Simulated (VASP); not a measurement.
Computed with PBE GGA with D3 dispersion (zero damping), VASP's PBE PAW potentials (set 64) (plane waves; VASP 6.6.1).

The input files of a VASP run:

POSCAR:
```
BP
1
    0.0000000000     2.2617657445     2.2617657445
    2.2617657445     0.0000000000     2.2617657445
    2.2617657445     2.2617657445     0.0000000000
B P
1 1
Direct
  0.0000000000   0.0000000000   0.0000000000
  0.2500000000   0.2500000000   0.2500000000
```

INCAR:
```
SYSTEM = BP
PREC = Accurate
ENCUT = 520
EDIFF = 1E-7
NELM = 100
ALGO = Normal
LREAL = .FALSE.
LASPH = .TRUE.
ISMEAR = 0
SIGMA = 0.05
GGA = PE
IVDW = 11
LWAVE = .FALSE.
LCHARG = .FALSE.
LORBIT = 11
ICHARG = 11
```

**KPOINTS**
```
k-points along high-symmetry lines
15
Line-mode
Reciprocal
  0.000000   0.000000   0.000000 ! GAMMA
 -0.500000  -0.500000   0.000000 ! X

 -0.500000  -0.500000   0.000000 ! X
 -0.375000  -0.375000   0.250000 ! U

 -0.375000   0.000000   0.375000 ! K
  0.000000   0.000000   0.000000 ! GAMMA

  0.000000   0.000000   0.000000 ! GAMMA
 -0.000000  -0.000000   0.500000 ! L

 -0.000000  -0.000000   0.500000 ! L
 -0.500000  -0.250000   0.250000 ! W

 -0.500000  -0.250000   0.250000 ! W
 -0.500000  -0.500000   0.000000 ! X
```

POTCAR, in this order: B P (PBE.64 set). Program: vasp_std. Read from the step before: CHGCAR.

Output of the run:

### OUTCAR
```
 ion  position               nearest neighbor table
   1  0.000  0.000  0.000-   2 1.96   2 1.96   2 1.96   2 1.96
   2  0.250  0.250  0.250-   1 1.96   1 1.96   1 1.96   1 1.96
  LATTYP: Found a face centered cubic cell.
 ALAT       =     4.5235314890
 Subroutine PRICEL returns:
 Original cell was already a primitive cell.
 Subroutine GETGRP returns: Found 24 space group operations
The static configuration has the point symmetry T_d .
The dynamic configuration has the point symmetry T_d .
 Subroutine INISYM returns: Found 24 space group operations
   k-points           NKPTS =     90   k-points in BZ     NKDIM =     90   number of bands    NBANDS=      8
   number of dos      NEDOS =    301   number of ions     NIONS =      2
   total plane-waves  NPLWV =  13824
   dimension x,y,z NGX =    24 NGY =   24 NGZ =   24
   dimension x,y,z NGXF=    48 NGYF=   48 NGZF=   48
   ions per type =               1   1
   PREC   = accura    normal or accurate (medium, high low for compatibility)
   ISTART =      0    job   : 0-new  1-cont  2-samecut
   ICHARG =     11    charge: 1-file 2-atom 10-const
   ISPIN  =      1    spin polarized calculation?
   LNONCOLLINEAR =      F non collinear calculations
   LSORBIT =      F    spin-orbit coupling
   INIWAV =      1    electr: 0-lowe 1-rand  2-diag
   ENCUT  =  520.0 eV  38.22 Ry    6.18 a.u.   5.95  5.95  5.95*2*pi/ulx,y,z
   NELM   =    100;   NELMIN=  2; NELMDL= -5     # of ELM steps
   EDIFF  = 0.1E-06   stopping-criterion for ELM
   LREAL  =      F    real-space projection
   NLSPLINE    = F    spline interpolate recip. space projectors
   LMAXMIX     =    2 max onsite mixed and CHGCAR
   VOSKOWN=      0    Vosko Wilk Nusair interpolation
   EDIFFG = 0.1E-05   stopping-criterion for IOM
   NSW    =      0    number of steps for IOM
   NBLOCK =      1;   KBLOCK =      1    inner block; outer block
   IBRION =     -1    ionic relax: 0-MD 1-quasi-New 2-CG
   NFREE  =      0    steps in history (QN), initial steepest desc. (CG)
   ISIF   =      2    stress and relaxation
   ISYM   =      2    0-nonsym 1-usesym 2-fastsym
   TEIN   =    0.0    initial temperature
   TEBEG  =    0.0;   TEEND  =   0.0 temperature during run
   SMASS  =  -3.00    Nose mass-parameter (am)
   PSTRESS=    0.0 pullay stress
   NELECT =       8.0000    total number of electrons
   EFERMI =   0.00;   METHOD = LEGACY
   ISMEAR =     0;   SIGMA  =   0.05  broadening in eV -4-tet -1-fermi 0-gaus
   IALGO  =     38    algorithm
   LDIAG  =      T    sub-space diagonalisation (order eigenvalues)
   IMIX   =      4    mixing-type and parameters
     AMIX     =   0.40;   BMIX     =  1.00
     AMIX_MAG =   1.60;   BMIX_MAG =  1.00
     AMIN     =   0.10
   GGA     = PE    functional components
   VOSKOWN =     0    Vosko Wilk Nusair interpolation
   LHFCALC =     F    Hartree Fock is set to
   LHFONE  =     F    Hartree Fock one center treatment
   AEXX    =    0.0000 exact exchange contribution
   IVDW    =    11    specifies the selected vdW correction
   LEPSILON=     F    determine dielectric tensor
   LRPA    =     F    only Hartree local field effects (RPA)
  energy-cutoff  :      520.00
  volume of cell :       23.14
      direct lattice vectors                 reciprocal lattice vectors
     0.000000000  2.261765744  2.261765744    -0.221066218  0.221066218  0.221066218
     2.261765744  0.000000000  2.261765744     0.221066218 -0.221066218  0.221066218
     2.261765744  2.261765744  0.000000000     0.221066218  0.221066218 -0.221066218
 k-point     1 :   0.0000 0.0000 0.0000  plane waves:     609
 k-point     2 :  -0.0357-0.0357 0.0000  plane waves:     609
 k-point     3 :  -0.0714-0.0714 0.0000  plane waves:     617
 k-point     4 :  -0.1071-0.1071 0.0000  plane waves:     613
 k-point     5 :  -0.1429-0.1429 0.0000  plane waves:     605
 k-point     6 :  -0.1786-0.1786 0.0000  plane waves:     613
 k-point     7 :  -0.2143-0.2143 0.0000  plane waves:     612
 k-point     8 :  -0.2500-0.2500 0.0000  plane waves:     632
 k-point     9 :  -0.2857-0.2857 0.0000  plane waves:     624
 k-point    10 :  -0.3214-0.3214 0.0000  plane waves:     624
...
```

### OSZICAR
```
       N       E                     dE             d eps       ncg     rms          rms(c)
DAV:   1     0.127437853200E+02    0.12744E+02   -0.41663E+03  1440   0.895E+02
DAV:   2    -0.106526383806E+02   -0.23396E+02   -0.22063E+02  2360   0.111E+02
DAV:   3    -0.109072649444E+02   -0.25463E+00   -0.25463E+00  1752   0.151E+01
DAV:   4    -0.109078375697E+02   -0.57263E-03   -0.57263E-03  2328   0.707E-01
DAV:   5    -0.109078378788E+02   -0.30908E-06   -0.30908E-06  1760   0.122E-02
DAV:   6    -0.109078378824E+02   -0.36154E-08   -0.36152E-08  2368   0.671E-04
   1 F= -.11259212E+02 E0= -.11259212E+02  d E =-.251125E-15
```

**OUTCAR**
```
 val. band max:        7.5464433258   @ k =   0.0000   0.0000   0.0000

 cond. band min:       8.7716537936   @ k =  -0.4286  -0.4286   0.0000



 k-point     1 :       0.0000    0.0000    0.0000
  band No.  band energies     occupation
      1      -7.9997      2.00000
      2       7.5464      2.00000
      3       7.5464      2.00000
      4       7.5464      2.00000
      5      10.9614      0.00000
      6      10.9614      0.00000
      7      10.9614      0.00000
      8      15.0671      0.00000

 k-point     2 :      -0.0357   -0.0357    0.0000
  band No.  band energies     occupation
      1      -7.9688      2.00000
      2       7.4064      2.00000
      3       7.4064      2.00000
      4       7.4381      2.00000
      5      10.8967      0.00000
      6      11.1360      0.00000
      7      11.1360      0.00000
      8      15.1520      0.00000

 k-point     3 :      -0.0714   -0.0714    0.0000
  band No.  band energies     occupation
      1      -7.8760      2.00000
      2       7.0536      2.00000
      3       7.0536      2.00000
      4       7.1286      2.00000
      5      10.7206      0.00000
      6      11.5919      0.00000
      7      11.5919      0.00000
      8      15.3373      0.00000

 k-point     4 :      -0.1071   -0.1071    0.0000
  band No.  band energies     occupation
      1      -7.7217      2.00000
      2       6.5996      2.00000
      3       6.5996      2.00000
      4       6.6556      2.00000
      5      10.4716      0.00000
      6      12.2161      0.00000
      7      12.2161      0.00000
      8      15.3846      0.00000

 k-point     5 :      -0.1429   -0.1429    0.0000
  band No.  band energies     occupation
      1      -7.5065      2.00000
      2       6.0607      2.00000
      3       6.1167      2.00000
      4       6.1167      2.00000
      5      10.1865      0.00000
      6      12.9340      0.00000
      7      12.9340      0.00000
      8      14.9795      0.00000
...
```

The density is held fixed in this step, so its total energy and stress have no physical meaning.

The compound is BP in the zinc blende structure. It was relaxed first.
